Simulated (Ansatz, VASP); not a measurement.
# Cross-check of MgO between VASP and Ansatz

Wanted: the spread between two codes on one cell, functional and k mesh. The cell is taken from a series of runs on this material, whose earlier steps may have relaxed, scaled, displaced or heated it; both programs get it as it stands.

Method: plane waves, with VASP 6.6.1 beside it; elastic constants at LDA, in Ansatz 0.2.0.

### 1. The starting structure

Symmetry: Fm-3m, No. 225, cubic system. Conventional cell: a = 4.160 Å, b = 4.160 Å, c = 4.160 Å, α = 90.00°, β = 90.00°, γ = 90.00°. Mg has 6 O at 2.08 Å nearest. Nearest to O lie 6 Mg at 2.08 Å. Farther neighbours and most contacts between anions are not listed.

### 2. Ansatz: elastic constants, LDA

Ansatz runs on its default PAW (the set named soft_2) files.

Elastic constants are differences of stresses under small strains, so they test the stress and the mesh.

Input file input.yaml:

```yaml
crystal:
  lattice:
    - [0.0, 2.0798068807, 2.0798068807]
    - [2.0798068807, 0.0, 2.0798068807]
    - [2.0798068807, 2.0798068807, 0.0]
  atoms:
    - { symbol: Mg, position: [0.0, 0.0, 0.0] }
    - { symbol: O, position: [0.5, 0.5, 0.5] }
kpoints:
  mp_grid: { grid: [8, 8, 8] }
hamiltonian:
  xc: lda
scf:
  occupations: { method: gaussian, width: 0.02 }
output:
  forces: true
  stress: true
  eigenvalues: true
basis:
  ecutwfc: 590.0
elastic:
  mode: relaxed_ion
  stencil: two_point
```

Run with:

```sh
$ ansatz run input.yaml --threads 4 --pin off --max-ram 8192MiB --backend cpu --events-out ev --progress --plain --runs-dir out
```

Numbers of over 12 decimals in the logs are rounded to 6 here.

The program printed:

```text
Engine: ansatz 0.2.0, x86_64-unknown-linux-gnu
Pseudopotentials: kind: paw
Pseudopotential: Mg, paw, valence charge 10, recommended cutoff 420 eV (normal), Mg.paw.azcp
Pseudopotential: O, paw, valence charge 6, recommended cutoff 420 eV (normal), O.paw.azcp
Functional definition: SPW92
  exchange = slater_x
  correlation = pw_c
Crystal: 2 atoms, lattice volume = 17.993 Å³
Basis set: ecut = 590 eV, 561 PW (Γ)
Bands: 12, of which v1, the nominal top of the filled ones, is band 8 counted from 1 (7 counted from 0)
Symmetry: 48 space group operations
Space group: Fm-3m (ITA 225), of the structure as read, at distance tolerance 2.6e-5 Å
k-points: 29 of 512
Non-local potential: Mg, projectors of the file, l = 0: 3, l = 1: 2, l = 2: 1
Non-local potential: O, projectors of the file, l = 0: 2, l = 1: 2, l = 2: 1
PAW form: soft (Blöchl's): semilocal exchange-correlation on the pseudo side does not see the compensation charge
PAW frozen core: Mg, regenerated for the run's functional, and the local potential with it (the file was generated under x = pbe(κ = 0.804, μ = 0.219515), c = pbe(β = 0.066725))
PAW frozen core: O, regenerated for the run's functional, and the local potential with it (the file was generated under x = pbe(κ = 0.804, μ = 0.219515), c = pbe(β = 0.066725))
PAW one-centre angular grid: Mg, 110 points (default); XC on 64 Gauss nodes
PAW one-centre angular grid: O, 110 points (default); XC on 64 Gauss nodes
Initial density: superposition of atomic densities (neutral atoms: chi_scale 0, normalization atom), corrected by the library's trained network
Initial wavefunctions: pseudopotential atomic-orbital guess
Functional: x = slater, c = lda
SCF iter   1: F=—  HF=-2460.090883 eV  |F-HF|=—  |Δ(HF+E_count)|=         —  Δρ=1.77e-2  dr2=4.46e-2  ethr=1.77e-3  ⟨swp⟩=5.9  Hψ=2099  notcnv=0
preconditioner: auto → none  [insulator: Δε(μ)=4.880 eV  Ē_g=18.538 eV  σ=0.020 eV  W_gap=1.00  n_scr=8 (ndim 8)  ℏωp=24.8 eV  f_vac=0.000  D(μ)=0.00/eV (n_scr^D=0)  ε∞_Penn≈2.8]
SCF iter   2: F=—  HF=-2460.075865 eV  |F-HF|=—  |Δ(HF+E_count)|=   1.50e-2  Δρ=5.64e-3  dr2=5.13e-3  ethr=2.79e-4  ⟨swp⟩=2.0  Hψ=693  notcnv=0
SCF iter   3: F=—  HF=-2460.074082 eV  |F-HF|=—  |Δ(HF+E_count)|=   1.78e-3  Δρ=9.41e-4  dr2=8.52e-5  ethr=3.21e-5  ⟨swp⟩=2.4  Hψ=554  notcnv=0
SCF iter   4: F=—  HF=-2460.074040 eV  |F-HF|=—  |Δ(HF+E_count)|=   4.17e-5  Δρ=8.05e-5  dr2=7.15e-7  ethr=5.33e-7  ⟨swp⟩=2.2  Hψ=468  notcnv=0
SCF iter   5: F=—  HF=-2460.074040 eV  |F-HF|=—  |Δ(HF+E_count)|=   3.92e-8  Δρ=1.06e-5  dr2=7.65e-9  ethr=4.47e-9  ⟨swp⟩=2.3  Hψ=492  notcnv=0
SCF iter   6: F=—  HF=-2460.074040 eV  |F-HF|=—  |Δ(HF+E_count)|=   5.49e-9  Δρ=8.26e-7  dr2=7.05e-11  ethr=4.78e-11  ⟨swp⟩=2.2  Hψ=451  notcnv=0
SCF iter   7: F=—  HF=-2460.074040 eV  |F-HF|=—  |Δ(HF+E_count)|=  4.55e-13  Δρ=3.80e-8  dr2=7.03e-14  ethr=1.00e-12  ⟨swp⟩=4.2  Hψ=1546  notcnv=0
SCF iter   8: F=-2460.074040 eV  HF=-2460.074040 eV  |F-HF|=9.09e-13  |Δ(HF+E_count)|=    0.00e0  Δρ=1.08e-8  dr2=7.71e-15  ethr=1.00e-12  ⟨swp⟩=4.0  Hψ=1048  notcnv=0
SCF 1 converged in 8 iterations: F = -2460.074040 eV  dr2 = 7.71e-15
  greatest PAW one-centre occupation: 1.000 electrons in one spin orbital (limit 2), on the Mg atom at site 0 (counted from 0), in its partial waves of l = 1
Crystal: 2 atoms, lattice volume = 17.957 Å³
Symmetry: 16 space group operations
k-points: 59 of 512
Initial density: handed on by an earlier stage of this run
Initial wavefunctions: those handed on with the density
iter 1 solved again at ethr=6.78e-8 eV; its pass at ethr=3.10e-3 eV (dr2=1.08e-5 eV) is discarded
SCF iter   1: F=—  HF=-2460.073970 eV  |F-HF|=—  |Δ(HF+E_count)|=         —  Δρ=3.13e-4  dr2=1.29e-5  ethr=6.78e-8  ⟨swp⟩=2.0  Hψ=5018  notcnv=0
preconditioner: auto → none  [insulator: Δε(μ)=5.052 eV  Ē_g=18.695 eV  σ=0.020 eV  W_gap=1.00  n_scr=8 (ndim 8)  ℏωp=24.8 eV  f_vac=0.000  D(μ)=0.00/eV (n_scr^D=0)  ε∞_Penn≈2.8]
[...]
SCF 2 converged in 6 iterations: F = -2460.073966 eV  dr2 = 4.55e-14
Crystal: 2 atoms, lattice volume = 18.029 Å³
Basis set: ecut = 590 eV, 577 PW (Γ)
[...]
preconditioner: auto → none  [insulator: Δε(μ)=5.009 eV  Ē_g=18.646 eV  σ=0.020 eV  W_gap=1.00  n_scr=8 (ndim 8)  ℏωp=24.7 eV  f_vac=0.000  D(μ)=0.00/eV (n_scr^D=0)  ε∞_Penn≈2.8]
[...]
SCF 3 converged in 4 iterations: F = -2460.073968 eV  dr2 = 4.15e-14
Symmetry: 8 space group operations
k-points: 95 of 512
[...]
SCF iter   1: F=—  HF=-2460.074006 eV  |F-HF|=—  |Δ(HF+E_count)|=         —  Δρ=1.22e-4  dr2=1.04e-6  ethr=4.18e-9  ⟨swp⟩=3.7  Hψ=8835  notcnv=0
preconditioner: auto → none  [insulator: Δε(μ)=5.025 eV  Ē_g=18.670 eV  σ=0.020 eV  W_gap=1.00  n_scr=8 (ndim 8)  ℏωp=24.8 eV  f_vac=0.000  D(μ)=0.00/eV (n_scr^D=0)  ε∞_Penn≈2.8]
SCF iter   2: F=—  HF=-2460.074006 eV  |F-HF|=—  |Δ(HF+E_count)|=   1.98e-8  Δρ=5.91e-5  dr2=2.27e-7  ethr=4.18e-9  ⟨swp⟩=1.0  Hψ=1140  notcnv=0
SCF iter   3: F=—  HF=-2460.074006 eV  |F-HF|=—  |Δ(HF+E_count)|=   2.86e-8  Δρ=3.44e-6  dr2=6.22e-10  ethr=1.42e-9  ⟨swp⟩=2.1  Hψ=1381  notcnv=0
SCF iter   4: F=—  HF=-2460.074006 eV  |F-HF|=—  |Δ(HF+E_count)|=  5.38e-10  Δρ=6.51e-8  dr2=1.89e-13  ethr=3.89e-12  ⟨swp⟩=2.7  Hψ=1895  notcnv=0
SCF iter   5: F=-2460.074006 eV  HF=-2460.074006 eV  |F-HF|=9.09e-13  |Δ(HF+E_count)|=  4.55e-13  Δρ=1.30e-8  dr2=7.20e-15  ethr=1.00e-12  ⟨swp⟩=4.6  Hψ=3758  notcnv=0
SCF 4 converged in 5 iterations: F = -2460.074006 eV  dr2 = 7.20e-15
iter 1 solved again at ethr=1.00e-12 eV; its pass at ethr=3.10e-3 eV (dr2=4.26e-11 eV) is discarded
SCF iter   1: F=—  HF=-2460.074006 eV  |F-HF|=—  |Δ(HF+E_count)|=         —  Δρ=8.29e-7  dr2=3.88e-11  ethr=1.00e-12  ⟨swp⟩=2.8  Hψ=8206  notcnv=0
preconditioner: auto → none  [insulator: Δε(μ)=5.024 eV  Ē_g=18.670 eV  σ=0.020 eV  W_gap=1.00  n_scr=8 (ndim 8)  ℏωp=24.8 eV  f_vac=0.000  D(μ)=0.00/eV (n_scr^D=0)  ε∞_Penn≈2.8]
SCF iter   2: F=—  HF=-2460.074006 eV  |F-HF|=—  |Δ(HF+E_count)|=  1.32e-11  Δρ=3.59e-7  dr2=4.42e-12  ethr=2.42e-13 (applied; sched 1.00e-12)  ⟨swp⟩=2.0  Hψ=1330  notcnv=0
SCF iter   3: F=—  HF=-2460.074006 eV  |F-HF|=—  |Δ(HF+E_count)|=  5.46e-12  Δρ=6.71e-8  dr2=1.07e-13  ethr=2.77e-14 (applied; sched 1.00e-12)  ⟨swp⟩=2.0  Hψ=1320  notcnv=0
SCF iter   4: F=-2460.074006 eV  HF=-2460.074006 eV  |F-HF|=4.55e-13  |Δ(HF+E_count)|=  9.09e-13  Δρ=2.33e-9  dr2=2.46e-16  ethr=1.00e-12  ⟨swp⟩=4.0  Hψ=3416  notcnv=0
SCF 5 converged in 4 iterations: F = -2460.074006 eV  dr2 = 2.46e-16
SCF converged after 8 iterations
Free energy (F): -2460.074040 eV
Harris-Foulkes:  -2460.074040 eV  (|F-HF|=9.09e-13)
Internal energy: -2460.074040 eV  (E = F + TS)
E sigma→0 (E₀):  -2460.074040 eV
Fermi energy:    10.753644 eV
--- Per-component energies (eV) ---
  E_band       = -287.719076
  E_kinetic    = 255.523580
  E_local      = -1577.492420  (includes V_loc(G=0)·N_el)
  E_nonlocal   = 145.832344
  E_hartree    = 543.463119
  E_xc         = -103.966524
  E_vxc        = -134.193600  (∫ρ·V_xc dr)
  E_paw        = -418.057959  (= ΣΔE_a)
  E_vpaw       = -64.315853  (= ΣTr[D̂ρ^β])
  E_aug_tail   = 0.000633  (compensation charges beyond the density's cutoff)
  E_ewald      = -1305.624214
  E_core_change = 0.247401  (= ΣΔE_core)
  E_smearing   = -0.000000  (= −TS)
  E_closure    = -0.000000  (closes the sum)
  Σ components = -2460.074040   (vs F -2460.074040, Δ=0.00e0)
--- Forces (eV/Å), atoms counted from 1 ---
  atom   1  Mg    -0.00000000     0.00000000    -0.00000000
  atom   2  O      0.00000000    -0.00000000     0.00000000
  max |Σ_I F_I| component: 1.53e-29 eV/Å
--- Stress (GPa, compression-positive) ---
        0.002578       0.000000      -0.000000
        0.000000       0.002578      -0.000000
       -0.000000      -0.000000       0.002578
  P = ⅓ Tr σ = 0.0026 GPa (0.026 kbar)
--- Band table (eV; the first three rows and the last of 29) ---
  k-point 0: bands = [... 4 lower, -8.9631, 8.2375, 8.2375, 8.2375, 13.2697, 23.9876, 23.9876, 23.9876]
  k-point 1: bands = [... 4 lower, -8.7756, 7.2607, 8.1259, 8.1259, 14.1696, 22.3210, 24.3648, 24.3648]
  k-point 2: bands = [... 4 lower, -8.2863, 5.4774, 7.8692, 7.8692, 15.5670, 20.8361, 24.9178, 24.9178]
  k-point 28: bands = [... 4 lower, -7.1566, 5.1321, 5.1321, 6.3637, 19.9467, 19.9467, 20.5736, 23.9942]
--- Elastic constants: 2 strain directions × 2 members + reference (group order 48) ---
  dense FFT box of the reference and of every strained cell: 24×24×24
  strains applied: 11, 23; error gains: componentwise 1.00 (the most a stress slope's error grows in a printed constant), spectral 1.73 (1 for all six strains in a standard setting)
  C = ∂σ_k/∂η_j (tension-positive GPa; Voigt order 11 22 33 23 13 12):
       325.465     95.757     95.757     -0.000     -0.000      0.000
        95.757    325.465     95.757      0.000      0.000     -0.000
        95.757     95.757    325.465      0.000     -0.000     -0.000
         0.000      0.000      0.000    153.170      0.000      0.000
         0.000      0.000     -0.000     -0.000    153.170      0.000
        -0.000     -0.000      0.000      0.000     -0.000    153.170
  reference stress σ⁰ (GPa):     -0.003     -0.003     -0.003      0.000      0.000     -0.000
  C* (energy form; C + prestress term) asymmetry max|C*_kj − C*_jk| = 1.421e-14 GPa — a small one proves nothing (zero by symmetry where the batch's group is 432, −43m or m−3m); a large one is finite-difference/SCF noise where every solve meets its electron count
  moduli (Voigt/Reuss/Hill, GPa): K = 172.33/172.33/172.33   G = 137.84/135.14/136.49   E = 323.94   ν = 0.187
  mechanically stable: yes (min eigenvalue of sym C = 153.17 GPa)
  strain η (Voigt 11):  stress-route row diagonal C_11 = 325.47 GPa, energy-path curvature d²(F+E_count+ΔE)/dδ²/Ω₀ = 325.46 GPa
         δ    σ_11 (GPa)             F (eV)   n_scf  n_hpsi   n_pw
    -2.000e-3      -0.6616       -2460.0739658       6   12087    604   relax 0 steps, max|allowed force component| 3.99e-30 eV/Å
     2.000e-3       0.6403       -2460.0739681       4    9952    604   relax 0 steps, max|allowed force component| 1.66e-30 eV/Å
  strain η (Voigt 23):  stress-route row diagonal C_44 = 153.17 GPa, energy-path curvature d²(F+E_count+ΔE)/dδ²/Ω₀ = 153.18 GPa
         δ    σ_23 (GPa)             F (eV)   n_scf  n_hpsi   n_pw
    -2.000e-3      -0.3063       -2460.0740056       5   18339    604   relax 0 steps, max|allowed force component| 2.33e-29 eV/Å
     2.000e-3       0.3063       -2460.0740056       4   15602    604   relax 0 steps, max|allowed force component| 6.31e-30 eV/Å
```

[end of part 1 of 2]

[Lines on the potential files, build, host, timing and source positions are cut from VASP's logs without a mark.]

[Logs are printed without paths, hosts, clocks, repeated set-up lines and the standing remarks that a program may print on its own settings, such as how far it seeks lower states.]

[Hosts, paths, dates, database ids (printed as entryN), source tags and the programs' standing remarks are cut or masked in the printed files.]
